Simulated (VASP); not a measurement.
# Sr2B2C (P4/mmm) in VASP: notebook

The runs below take Sr2B2C through single point, relaxation of cell and atoms, with PBE.

Program: VASP 6.6.1. These are calculated values, not measurements. Logs are shortened: lines on timing, memory, paths and dates and some standing lists are left out, and cuts for length are marked.

### Step 1. The cell of the first run

Symmetry: P4/mmm, No. 123, tetragonal system. The conventional cell has a = 4.570 Å, b = 4.570 Å, c = 6.634 Å, α = 90.00°, β = 90.00°, γ = 90.00°. Around Sr (site symmetry 4/mmm) lie 4 B at 2.28 Å. Around Sr (site symmetry 4/mmm) lie 2 Sr at 3.32 Å. B (site symmetry mmm) is surrounded by 2 Sr at 2.28 Å and 2 C at 2.28 Å. C (site symmetry 4/mmm) has 4 B at 2.28 Å as nearest neighbours.

The cell was built by a generator and needn't be a form met in nature.

### Step 2. Single point, PBE (random cell by space group and Wyckoff sites (P4/mmm, No. 123))

File INCAR:

```
PREC     = Accurate       # precision mode
ENCUT    = 520            # plane-wave cutoff, eV
EDIFF    = 1E-6           # SCF threshold, eV
ISMEAR   = 0              # smearing method
SIGMA    = 0.1            # smearing width, eV
LREAL    = F              # projectors in reciprocal space
LASPH    = T              # aspherical terms in the spheres
NELM     = 80             # most SCF steps
ALGO     = Normal         # electronic algorithm
ISIF     = 2              # what is computed and relaxed
LWAVE    = F              # write WAVECAR
LCHARG   = F              # write CHGCAR
GGA      = PE             # functional
NBANDS   = 23             # bands
```

File KPOINTS:

```
regular mesh
0
Gamma
  8 8 6
```

File POSCAR:

```
Sr2B2C
1.0
    4.5699807261      0.0000000000      0.0000000000
    0.0000000000      4.5699807261      0.0000000000
    0.0000000000      0.0000000000      6.6338860699
Sr B C
2 2 1
Direct
    0.0000000000      0.0000000000      0.0000000000
    0.0000000000      0.0000000000      0.5000000000
    0.5000000000      0.0000000000      0.0000000000
    0.0000000000      0.5000000000      0.0000000000
    0.5000000000      0.5000000000      0.0000000000
```

Potentials or basis: VASP PAW PBE potentials, release 64 (Sr_sv, B, C).

Started as:

```
$ cat potpaw_PBE.64/Sr_sv/POTCAR potpaw_PBE.64/B/POTCAR potpaw_PBE.64/C/POTCAR > POTCAR
$ mpirun -np 1 vasp_std > vasp.out
```

OUTCAR:

```text
PREC = Accurate
   ENCUT = 520
   EDIFF = 1E-6
   ISMEAR = 0
   LREAL = F
   LASPH = T
   NELM = 80
   ISIF = 2
   GGA = PE

 ion  position               nearest neighbor table
   1  0.000  0.000  0.000-   3 2.28   4 2.28   4 2.28   3 2.28   5 3.23   5 3.23   5 3.23   5 3.23
                             2 3.32   2 3.32
   2  0.000  0.000  0.500-   1 3.32   1 3.32
   3  0.500  0.000  0.000-   1 2.28   1 2.28
   4  0.000  0.500  0.000-   1 2.28   1 2.28
   5  0.500  0.500  0.000-   1 3.23   1 3.23   1 3.23   1 3.23

  LATTYP: Found a simple tetragonal cell.
 ALAT       =     4.5699807261
 C/A-ratio  =     1.4516223300

  Lattice vectors:

 A1 = (   4.5699807261,   0.0000000000,   0.0000000000)
 A2 = (   0.0000000000,   4.5699807261,   0.0000000000)
 A3 = (   0.0000000000,   0.0000000000,   6.6338860699)

Analysis of symmetry for initial positions (statically):
=====================================================================
 Subroutine PRICEL returns:
 Original cell was already a primitive cell.

 Routine SETGRP: Setting up the symmetry group for a
 simple tetragonal supercell.

 Subroutine GETGRP returns: Found 16 space group operations
 (whereof 16 operations were pure point group operations)
 out of a pool of 16 trial point group operations.

The static configuration has the point symmetry D_4h.

Analysis of symmetry for dynamics (positions and initial velocities):
=====================================================================
 Subroutine PRICEL returns:
 Original cell was already a primitive cell.

 Routine SETGRP: Setting up the symmetry group for a
 simple tetragonal supercell.

 Subroutine GETGRP returns: Found 16 space group operations
 (whereof 16 operations were pure point group operations)
 out of a pool of 16 trial point group operations.

The dynamic configuration has the point symmetry D_4h.

 Subroutine INISYM returns: Found 16 space group operations
 (whereof 16 operations are pure point group operations),
 and found     1 'primitive' translations

----------------------------------------------------------------------------------------

                                     Primitive cell

  volume of cell :     138.5469

  direct lattice vectors                    reciprocal lattice vectors
     4.569980726  0.000000000  0.000000000     0.218819304  0.000000000  0.000000000
[... 92 lines left out ...]
   EDIFF  = 0.1E-05   stopping-criterion for ELM
   LREAL  =      F    real-space projection
   EDIFFG = 0.1E-04   stopping-criterion for IOM
   NSW    =      0    number of steps for IOM
   IBRION =     -1    ionic relax: 0-MD 1-quasi-New 2-CG
   NFREE  =      0    steps in history (QN), initial steepest desc. (CG)
   ISIF   =      2    stress and relaxation
   ISYM   =      2    0-nonsym 1-usesym 2-fastsym
   POTIM  = 0.5000    time-step for ionic-motion
   TEBEG  =    0.0;   TEEND  =   0.0 temperature during run
   PSTRESS=    0.0 pullay stress
   NELECT =      30.0000    total number of electrons
   NUPDOWN=      -1.0000    fix difference up-down
   EMIN   =  10.00;   EMAX   =-10.00  energy-range for DOS
   EFERMI =   0.00;   METHOD = LEGACY
   ISMEAR =     0;   SIGMA  =   0.10  broadening in eV -4-tet -1-fermi 0-gaus
   EFERMI_NEDOS =   21; number of points for ismear=-14 and -15
   IALGO  =     38    algorithm
   IMIX   =      4    mixing-type and parameters
     AMIX     =   0.40;   BMIX     =  1.00
     AMIX_MAG =   1.60;   BMIX_MAG =  1.00
  volume/ion in A,a.u.               =      27.71       186.99
  Fermi-wavevector in a.u.,A,eV,Ry     =   0.983067  1.857727 13.148945  0.966420
  Thomas-Fermi vector in A             =   2.114197
   LORBIT       =      0    0 simple, 1 ext, 2 COOP (PROOUT), +10 PAW based schemes
   GGA     = PE    functional components
   LHFCALC =     F    Hartree Fock is set to
   AEXX    =    0.0000 exact exchange contribution
   IVDW    =     0    specifies the selected vdW correction
   LEPSILON=     F    determine dielectric tensor
   LRPA    =     F    only Hartree local field effects (RPA)
 non-spin polarized calculation
 Gauss-broadening in eV      SIGMA  =   0.10
  energy-cutoff  :      520.00
  volume of cell :      138.55
 maximum number of plane-waves:      3750
 NGX is ok and might be reduce to    36
   NGX = 17   NGY = 17   NGZ = 25

 number of electron      29.9999999 magnetization

 Free energy of the ion-electron system (eV)
  ---------------------------------------------------
  ext. energy  EPLUGINS =         0.00000000
  ---------------------------------------------------
  free energy    TOTEN  =       -13.24533043 eV

  energy without entropy =      -13.23484761  energy(sigma->0) =      -13.24008902

 E-fermi :   1.4071     XC(G=0):  -7.9000

 val. band max:        1.3983057761   @ k =   0.5000   0.3750   0.0000
 cond. band min:       1.4175159057   @ k =   0.1250   0.1250   0.3333
 fundamental gap:      0.0192101296
 Fermi energy:         1.4070870945

 k-point     1 :       0.0000    0.0000    0.0000
  band No.  band energies     occupation
      1     -36.0733      2.00000
      2     -32.9120      2.00000
      3     -18.1929      2.00000
      4     -17.9488      2.00000
      5     -17.9488      2.00000
      6     -15.3932      2.00000
[... 613 lines left out ...]
     22       4.0022      0.00000
     23       4.6880      0.00000

 [... further k-points ...]

------------------------ aborting loop because EDIFF is reached ----------------------------------------

  FORCE on cell =-STRESS in cart. coord.  units (eV):
  Direction    XX          YY          ZZ          XY          YZ          ZX
  --------------------------------------------------------------------------------------
  -------------------------------------------------------------------------------------
  Total        0.1635784      0.1635784      0.0342429      0.0000000      0.0000000     -0.0000000
  in kB        1.8916455      1.8916455      0.3959906      0.0000000      0.0000000     -0.0000000
  external PRESSURE =       1.3930938 kB  Pullay stress =       0.0000000 kB

 VOLUME and BASIS-vectors are now :
 -----------------------------------------------------------------------------
  energy-cutoff  :      520.00
  volume of cell :      138.55
      direct lattice vectors                 reciprocal lattice vectors
     4.569980726  0.000000000  0.000000000     0.218819304  0.000000000  0.000000000
     0.000000000  4.569980726  0.000000000     0.000000000  0.218819304  0.000000000
     0.000000000  0.000000000  6.633886070     0.000000000  0.000000000  0.150741208

 POSITION                                       TOTAL-FORCE (eV/Angst)
 -----------------------------------------------------------------------------------
      0.00000      0.00000      0.00000         0.000000      0.000000      0.000000
      0.00000      0.00000      3.31694         0.000000      0.000000      0.000000
      2.28499      0.00000      0.00000         0.000000      0.000000      0.000000
      0.00000      2.28499      0.00000         0.000000      0.000000      0.000000
      2.28499      2.28499      0.00000         0.000000      0.000000      0.000000
 -----------------------------------------------------------------------------------
    total drift:                                0.000000      0.000000     -0.000000

  FREE ENERGIE OF THE ION-ELECTRON SYSTEM (eV)
  ---------------------------------------------------
  free  energy   TOTEN  =       -13.2453304294 eV

  energy  without entropy=      -13.2348476066  energy(sigma->0) =      -13.24008902
```

OSZICAR:

```text
N       E                     dE             d eps       ncg     rms          rms(c)
DAV:   1     0.151888424811E+03    0.15189E+03   -0.13448E+04  2760   0.113E+03
DAV:   2    -0.380163610596E+01   -0.15569E+03   -0.14733E+03  3446   0.236E+02
DAV:   3    -0.166607537730E+02   -0.12859E+02   -0.12559E+02  4780   0.543E+01
DAV:   4    -0.172041053193E+02   -0.54335E+00   -0.54164E+00  3961   0.101E+01
DAV:   5    -0.172213012950E+02   -0.17196E-01   -0.17193E-01  4297   0.147E+00    0.405E+01
DAV:   6    -0.136656255743E+02    0.35557E+01   -0.62014E+00  3764   0.874E+00    0.181E+01
DAV:   7    -0.135326834883E+02    0.13294E+00   -0.51414E+00  4180   0.632E+00    0.865E+00
DAV:   8    -0.132610961345E+02    0.27159E+00   -0.92198E-01  4160   0.281E+00    0.406E+00
DAV:   9    -0.132502632606E+02    0.10833E-01   -0.29486E-01  3786   0.176E+00    0.629E-01
DAV:  10    -0.132450700098E+02    0.51933E-02   -0.39629E-02  4133   0.608E-01    0.280E-01
DAV:  11    -0.132452142282E+02   -0.14422E-03   -0.28872E-03  3950   0.224E-01    0.100E-01
DAV:  12    -0.132452753971E+02   -0.61169E-04   -0.17294E-04  4154   0.546E-02    0.537E-02
DAV:  13    -0.132453261096E+02   -0.50713E-04   -0.88563E-05  3627   0.412E-02    0.282E-02
DAV:  14    -0.132453292633E+02   -0.31537E-05   -0.12802E-05  3873   0.145E-02    0.117E-02
DAV:  15    -0.132453304084E+02   -0.11450E-05   -0.40430E-06  3168   0.785E-03    0.635E-03
DAV:  16    -0.132453304294E+02   -0.20999E-07   -0.14516E-06  3221   0.456E-03
   1 F= -.13245330E+02 E0= -.13240089E+02  d E =-.104828E-01
```

Wall time 2.2 min (1 thread of Intel Xeon Platinum 8488C (Sapphire Rapids), shared host); peak memory 0.36 GiB.

Results:

| Property | Result |
| --- | --- |
| Free energy | -13.2453 eV |
| Pressure | 0.1 GPa |
| Band gap on the k mesh | none (metal or under the smearing width) |

Stress tensor (GPa, compression positive):
```
0.19 0.00 0.00
0.00 0.19 0.00
0.00 0.00 0.04
```

Levels at points of the mesh, in eV from the Fermi level:
```csv
k point,band 13,band 14,band 15,band 16,band 17,band 18
"(0.00, 0.00, 0.00)",-2.65,-2.01,-1.25,0.85,1.32,1.47
"(0.50, 0.00, 0.00)",-2.14,-1.00,-0.33,0.28,1.14,1.25
"(0.50, 0.50, 0.00)",-1.13,-1.13,-0.63,-0.39,0.51,0.92
"(0.00, 0.00, 0.50)",-2.65,-2.65,0.22,0.50,1.79,1.98
"(0.50, 0.00, 0.50)",-2.13,-0.97,-0.92,1.46,1.73,1.81
"(0.50, 0.50, 0.50)",-0.91,-0.91,-0.71,-0.62,1.59,1.79
```

(Part 1 of 2 ends here.)
